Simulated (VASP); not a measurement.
Input:

```
CELL_PARAMETERS angstrom
      4.11635     0.00000     0.00000
      0.00000     4.11635     0.00000
      0.00000     0.00000     4.11635
ATOMIC_POSITIONS crystal
  Ba 0.00000 0.00000 0.00000
  Hf 0.50000 0.50000 0.50000
  O  0.50000 0.00000 0.50000
  O  0.00000 0.50000 0.50000
  O  0.50000 0.50000 0.00000
```

These are PBEsol GGA, VASP's PBE PAW potentials (set 64) (plane waves; VASP 6.6.1) values and carry that method's errors. Run with 620 eV cut-off, 6×6×6 Γ-centred mesh, Gaussian smearing of 0.050 eV, potentials Ba_sv Hf_pv O.

Energy and stress use the plane-wave basis of the starting cell.

Question: The ions, cell shape and volume at an external pressure of 10.0 GPa are relaxed. Predict the relaxed structure.

Answer: 
```
CELL_PARAMETERS angstrom
      4.08323     0.00000     0.00000
      0.00000     4.08323     0.00000
      0.00000     0.00000     4.08323
ATOMIC_POSITIONS crystal
  Ba 0.00000 0.00000 0.00000
  Hf 0.50000 0.50000 0.50000
  O  0.50000 0.00000 0.50000
  O  0.00000 0.50000 0.50000
  O  0.50000 0.50000 0.00000
```
Space group Pm-3m (221), at a tolerance of 0.03 Å.

Question: How do energy and volume change from the first to the last step?

Answer: The energy (σ→0) changes by +15.4 meV/atom and the volume by -2.4 %, in 3 ionic steps.

```tsv
step	E(σ→0) (eV)	max force (eV/Å)	pressure (GPa)	volume (Å³)
1	-45.4943	0.000	4.93	69.75
2	-45.1741	0.000	19.36	65.39
3	-45.4175	0.000	9.97	68.08
```

The compound is BaHfO3 in the cubic perovskite structure. This run relaxes it under an external pressure of 10 GPa. Symmetry was kept, so distortions that lower it aren't found.
